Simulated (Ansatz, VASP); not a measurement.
One calculation of ZrTa2, two programs

```
Zr Ta
1.0
     0.00000    3.68487    3.68487
     3.68487    0.00000    3.68487
     3.68487    3.68487    0.00000
Zr Ta
2 4
Direct
  0.00000 0.00000 0.00000
  0.25000 0.25000 0.25000
  0.62500 0.62500 0.62500
  0.12500 0.62500 0.62500
  0.62500 0.62500 0.12500
  0.62500 0.12500 0.62500
```

Alike in both runs: task relaxation of cell and atoms; functional PBE; k mesh 4 × 4 × 4; occupations gaussian, width 0.1 eV; no spin polarisation.

|  | VASP | Ansatz |
| --- | --- | --- |
| version | VASP 6.6.1 | Ansatz 0.2.0 |
| potentials or method | VASP PAW PBE potentials, release 64 (Zr_sv, Ta_pv) | scalar-relativistic, plane waves, PAW |
| plane-wave cutoff (eV) | 600 | 420 |
| valence electrons in the cell | 68 | 76 |

|  | VASP | Ansatz | Ansatz less VASP |
| --- | --- | --- | --- |
| gap on the k mesh at the Fermi level, each at its own relaxed structure (eV) | none | none | - |
| relaxed volume (Å³/atom) | 20.41 | 20.40 | -0.005 |
| relaxed cell length with the largest relative difference (Å) | 5.574 | 5.574 | -0.0004 |
| energy change over the relaxation (meV/atom) | -443 | -437 | +5.4 |

A gap of «none» marks a metal or a gap that the smearing closes. The two sets of potentials don't hold the same shells in valence.

Caveats: the k mesh is coarse (spacing up to 0.37 Å⁻¹), so the values aren't converged; the volume moved by over 15 % at a fixed basis, so the end points are rough (VASP). The runs have no spin-orbit coupling, so splittings on Ta are missing.
